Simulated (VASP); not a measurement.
These are G0W0 on PBE orbitals, VASP's PBE PAW potentials (set 64) (plane waves; VASP) values and carry that method's errors.

Input for VASP

### INCAR
```
SYSTEM = ZnSe
PREC = Normal; ENCUT = 500; LREAL = F
LASPH = T; NBANDS = 240
ALGO = EVGW0
ISMEAR = 0; SIGMA = 0.01
GGA = PE
LWAVE = F; LCHARG = F
NELMGW = 1; NOMEGA = 64; ENCUTGW = 250
NBANDSGW = 21; LSPECTRALGW = T
```

**POSCAR**
```
ZnSe
1
    0.0000000000     2.8350000000     2.8350000000
    2.8350000000     0.0000000000     2.8350000000
    2.8350000000     2.8350000000     0.0000000000
Zn Se
1 1
Direct
  0.0000000000   0.0000000000   0.0000000000
  0.2500000000   0.2500000000   0.2500000000
```

File KPOINTS:
```
kpoints
0
G
4 4 4
0 0 0
```

POTCAR, in this order: Zn_sv_GW Se_GW (PBE.64 set). Program: vasp_std. Read from the step before: WAVECAR, WAVEDER.

Output

### OSZICAR
```
energies w=
    0.000    0.000    1.356    0.000    2.709    0.000    4.056    0.000
    5.395    0.000    6.723    0.000    8.037    0.000    9.338    0.000
   10.622    0.000   11.890    0.000   13.141    0.000   14.375    0.000
   15.592    0.000   16.794    0.000   17.980    0.000   19.152    0.000
   20.312    0.000   21.461    0.000   22.601    0.000   23.733    0.000
   24.861    0.000   25.985    0.000   27.109    0.000   28.235    0.000
   29.365    0.000   30.502    0.000   31.649    0.000   32.809    0.000
   33.986    0.000   35.182    0.000   36.402    0.000   37.649    0.000
   38.929    0.000   40.245    0.000   41.604    0.000   43.012    0.000
   44.474    0.000   46.000    0.000   47.597    0.000   49.275    0.000
   51.046    0.000   52.922    0.000   54.917    0.000   57.051    0.000
   59.342    0.000   61.816    0.000   64.501    0.000   67.433    0.000
   70.653    0.000   74.214    0.000   78.180    0.000   82.632    0.000
   87.671    0.000   93.433    0.000  100.088    0.000  107.870    0.000
  117.096    0.000  128.214    0.000  141.868    0.000  159.035    0.000
  181.253    0.000  211.105    0.000  253.282    0.000  317.286    0.000
NQ=   1    0.0000    0.0000    0.0000,
 performed        458000 updates of chi_q(r,r)
NQ=   2    0.2500    0.0000    0.0000,
 performed       1198000 updates of chi_q(r,r)
NQ=   3    0.5000    0.0000    0.0000,
 performed       1857000 updates of chi_q(r,r)
NQ=   4    0.2500    0.2500    0.0000,
 performed       2597000 updates of chi_q(r,r)
NQ=   5    0.5000    0.2500    0.0000,
 performed       3559000 updates of chi_q(r,r)
NQ=   6   -0.2500    0.2500    0.0000,
 performed       4440000 updates of chi_q(r,r)
NQ=   7    0.5000    0.5000    0.0000,
 performed       5039000 updates of chi_q(r,r)
NQ=   8   -0.2500    0.5000    0.2500,
 performed       5759000 updates of chi_q(r,r)
 resolving degeneracies of screened two electron integrals
```

**OUTCAR**
```


 k-point   1 :       0.0000    0.0000    0.0000
  band No.  KS-energies  QP-energies   sigma(KS)   V_xc(KS)     V^pw_x(r,r')   Z            occupation Imag(sigma)

      1    -122.6235    -132.2386     -52.8554     -38.6748     -68.8772       0.6780       2.0000       2.4683
      2     -76.8135     -83.1304     -46.7719     -37.6072     -61.3263       0.6893       2.0000       2.4487
      3     -76.8135     -83.1304     -46.7719     -37.6072     -61.3263       0.6893       2.0000       2.4487
      4     -76.8135     -83.1304     -46.7719     -37.6072     -61.3263       0.6893       2.0000       2.4487
      5     -10.6554     -11.9788     -14.2399     -12.4453     -19.9785       0.7374       2.0000       1.9592
      6      -3.9649      -5.8631     -32.1033     -29.4282     -40.6063       0.7096       2.0000       0.9866
      7      -3.9649      -5.8631     -32.1033     -29.4282     -40.6063       0.7096       2.0000       0.9866
      8      -3.9649      -5.8631     -32.1033     -29.4282     -40.6063       0.7096       2.0000       0.9866
      9      -3.5987      -5.5398     -33.9394     -31.2076     -42.7679       0.7106       2.0000       0.9419
     10      -3.5987      -5.5398     -33.9394     -31.2076     -42.7679       0.7106       2.0000       0.9419
     11       2.5947       1.5745     -16.2273     -14.9303     -18.0266       0.7865       2.0000       0.3760
     12       2.5947       1.5745     -16.2273     -14.9303     -18.0266       0.7865       2.0000       0.3760
     13       2.5947       1.5745     -16.2273     -14.9303     -18.0266       0.7865       2.0000       0.3760
     14       3.8495       4.2690     -10.5584     -11.0751      -6.7834       0.8118       0.0000      -0.3550
     15       8.3731       8.8007      -9.8870     -10.4174      -5.6988       0.8063       0.0000      -0.4906
     16       8.3731       8.8007      -9.8870     -10.4174      -5.6988       0.8063       0.0000      -0.4906
     17       8.3731       8.8007      -9.8870     -10.4174      -5.6988       0.8063       0.0000      -0.4906
     18      12.4961      12.8950      -8.5019      -8.9925      -3.4160       0.8131       0.0000      -0.7841
     19      14.0227      14.5499     -10.3242     -10.9767      -5.6803       0.8080       0.0000      -0.7266
     20      14.0227      14.5499     -10.3242     -10.9767      -5.6803       0.8080       0.0000      -0.7266
     21      15.6189      15.8738      -7.6072      -7.9178      -2.5974       0.8207       0.0000      -0.9786

 k-point   2 :       0.2500    0.0000    0.0000
  band No.  KS-energies  QP-energies   sigma(KS)   V_xc(KS)     V^pw_x(r,r')   Z            occupation Imag(sigma)

      1    -122.6235    -132.2646     -52.8556     -38.6748     -68.8773       0.6799       2.0000       2.4682
      2     -76.8137     -83.0517     -46.7715     -37.6071     -61.3258       0.6807       2.0000       2.4485
      3     -76.8137     -83.0517     -46.7715     -37.6071     -61.3258       0.6807       2.0000       2.4485
      4     -76.8137     -83.0517     -46.7715     -37.6071     -61.3258       0.6807       2.0000       2.4485
      5     -10.2920     -11.5908     -14.4865     -12.7272     -20.1310       0.7382       2.0000       1.8840
      6      -3.9149      -5.8179     -32.3099     -29.6307     -40.8464       0.7103       2.0000       0.9825
      7      -3.9149      -5.8179     -32.3099     -29.6307     -40.8464       0.7103       2.0000       0.9825
      8      -3.9028      -5.7786     -31.0012     -28.3777     -39.1825       0.7150       2.0000       0.9792
      9      -3.5986      -5.5450     -33.9320     -31.2012     -42.7647       0.7128       2.0000       0.9438
     10      -3.5986      -5.5450     -33.9320     -31.2012     -42.7647       0.7128       2.0000       0.9438
     11      -0.4604      -1.6297     -15.9589     -14.4579     -18.5372       0.7790       2.0000       0.5523
     12       2.1168       1.0663     -15.6916     -14.3553     -17.5137       0.7861       2.0000       0.3956
     13       2.1168       1.0663     -15.6916     -14.3553     -17.5137       0.7861       2.0000       0.3956
     14       5.3121       5.7381     -10.5697     -11.0976      -6.6807       0.8069       0.0000      -0.3913
     15       9.0050       9.4512     -10.0287     -10.5836      -5.7462       0.8041       0.0000      -0.5260
     16       9.0050       9.4512     -10.0287     -10.5836      -5.7462       0.8041       0.0000      -0.5260
     17       9.1395       9.5274     -10.1581     -10.6406      -5.8155       0.8039       0.0000      -0.5523
     18      13.0056      13.4112      -9.5148     -10.0155      -4.9774       0.8101       0.0000      -0.6954
     19      13.0056      13.4112      -9.5148     -10.0155      -4.9774       0.8101       0.0000      -0.6954
     20      13.2849      13.5092      -7.5045      -7.7789      -2.6711       0.8176       0.0000      -0.7886
     21      16.5386      17.0532      -8.9529      -9.5825      -3.6001       0.8174       0.0000      -1.0365

 k-point   3 :       0.5000    0.0000    0.0000
  band No.  KS-energies  QP-energies   sigma(KS)   V_xc(KS)     V^pw_x(r,r')   Z            occupation Imag(sigma)

      1    -122.6234    -132.3069     -52.8557     -38.6748     -68.8773       0.6829       2.0000       2.4681
      2     -76.8137     -83.0299     -46.7712     -37.6070     -61.3253       0.6783       2.0000       2.4482
      3     -76.8137     -83.0299     -46.7712     -37.6070     -61.3253       0.6783       2.0000       2.4482
      4     -76.8137     -83.0299     -46.7712     -37.6070     -61.3253       0.6783       2.0000       2.4482
      5      -9.8631     -11.1283     -14.8977     -13.1832     -20.4518       0.7379       2.0000       1.7902
      6      -3.8784      -5.7873     -32.4584     -29.7752     -41.0172       0.7114       2.0000       0.9780
      7      -3.8784      -5.7873     -32.4584     -29.7752     -41.0172       0.7114       2.0000       0.9780
      8      -3.5802      -5.5276     -34.0344     -31.3032     -42.8943       0.7130       2.0000       0.9461
      9      -3.5802      -5.5276     -34.0344     -31.3032     -42.8943       0.7130       2.0000       0.9461
     10      -3.4394      -5.3721     -33.6783     -30.9826     -42.4424       0.7169       2.0000       0.9566
     11      -2.6400      -3.9368     -12.6448     -10.9780     -15.2432       0.7780       2.0000       0.7774
     12       1.7250       0.6440     -15.2672     -13.8905     -17.1285       0.7852       2.0000       0.4171
     13       1.7250       0.6440     -15.2672     -13.8905     -17.1285       0.7852       2.0000       0.4171
     14       5.1084       5.5244     -10.5303     -11.0442      -6.7096       0.8093       0.0000      -0.3839
     15       8.9542       9.3543      -9.8487     -10.3449      -5.6973       0.8065       0.0000      -0.5154
     16       8.9542       9.3543      -9.8487     -10.3449      -5.6973       0.8065       0.0000      -0.5154
     17      11.1504      11.4022      -8.7010      -9.0135      -4.0055       0.8058       0.0000      -0.7217
     18      13.5407      13.9456      -8.6289      -9.1274      -3.4979       0.8122       0.0000      -0.8508
     19      15.6541      16.2334      -9.6781     -10.3936      -4.4340       0.8098       0.0000      -0.9359
     20      15.6541      16.2334      -9.6781     -10.3936      -4.4340       0.8098       0.0000      -0.9359
     21      16.7494      17.5203     -10.0278     -10.9719      -4.5233       0.8165       0.0000      -1.0844

 k-point   4 :       0.2500    0.2500    0.0000
  band No.  KS-energies  QP-energies   sigma(KS)   V_xc(KS)     V^pw_x(r,r')   Z            occupation Imag(sigma)

      1    -122.6235    -132.2282     -52.8557     -38.6748     -68.8774       0.6773       2.0000       2.4682
      2     -76.8139     -83.0231     -46.7713     -37.6070     -61.3256       0.6776       2.0000       2.4484
      3     -76.8139     -83.0231     -46.7713     -37.6070     -61.3256       0.6776       2.0000       2.4484
      4     -76.8139     -83.0231     -46.7713     -37.6070     -61.3256       0.6776       2.0000       2.4484
      5     -10.1699     -11.4609     -14.5743     -12.8266     -20.1884       0.7387       2.0000       1.8592
      6      -3.9754      -5.8374     -30.4551     -27.8490     -38.5124       0.7145       2.0000       0.9829
      7      -3.8549      -5.7684     -32.5512     -29.8673     -41.1295       0.7129       2.0000       0.9790
      8      -3.8549      -5.7684     -32.5512     -29.8673     -41.1295       0.7129       2.0000       0.9790
      9      -3.6242      -5.5598     -33.6957     -30.9730     -42.4834       0.7109       2.0000       0.9472
     10      -3.5751      -5.5247     -34.0412     -31.3086     -42.8935       0.7135       2.0000       0.9422
     11      -0.2948      -1.4262     -16.7737     -15.3190     -19.3872       0.7778       2.0000       0.5361
     12       1.3426       0.2431     -14.9649     -13.5625     -16.8845       0.7840       2.0000       0.4344
     13       1.3426       0.2431     -14.9649     -13.5625     -16.8845       0.7840       2.0000       0.4344
     14       6.4931       6.9358     -10.8957     -11.4461      -6.9426       0.8043       0.0000      -0.4268
     15       6.6009       6.8684      -9.5263      -9.8564      -5.6689       0.8106       0.0000      -0.4317
     16      10.5938      11.1145     -10.4665     -11.1165      -5.8267       0.8012       0.0000      -0.6334
     17      10.5938      11.1145     -10.4665     -11.1165      -5.8267       0.8012       0.0000      -0.6334
     18      10.8369      11.1325      -9.1855      -9.5492      -4.9225       0.8128       0.0000      -0.5949
     19      14.8764      15.4202      -9.9953     -10.6669      -5.1372       0.8096       0.0000      -0.7934
     20      16.3481      16.9206      -9.1945      -9.8946      -3.7460       0.8176       0.0000      -1.0413
     21      17.8087      18.1835      -7.8699      -8.3236      -2.7464       0.8260       0.0000      -1.0812

 k-point   5 :       0.5000    0.2500    0.0000
  band No.  KS-energies  QP-energies   sigma(KS)   V_xc(KS)     V^pw_x(r,r')   Z            occupation Imag(sigma)

      1    -122.6234    -132.3796     -52.8557     -38.6748     -68.8772       0.6880       2.0000       2.4681
      2     -76.8136     -83.1248     -46.7712     -37.6070     -61.3252       0.6887       2.0000       2.4481
      3     -76.8136     -83.1248     -46.7712     -37.6070     -61.3252       0.6887       2.0000       2.4481
      4     -76.8136     -83.1248     -46.7712     -37.6070     -61.3252       0.6887       2.0000       2.4481
      5      -9.7373     -10.9987     -15.0090     -13.3054     -20.5389       0.7404       2.0000       1.7657
...
```
(Selected blocks of OUTCAR.)

The mesh is coarse and the basis finite, so the quasiparticle values are not converged. VASP warned that its frequency grid is unfit for quasiparticle energies.

The compound is ZnSe in the zinc blende structure. The cell was not relaxed at this level. The k-mesh is coarse (spacing up to 0.48 per Å, 2π included), so the numbers may not be converged in it.
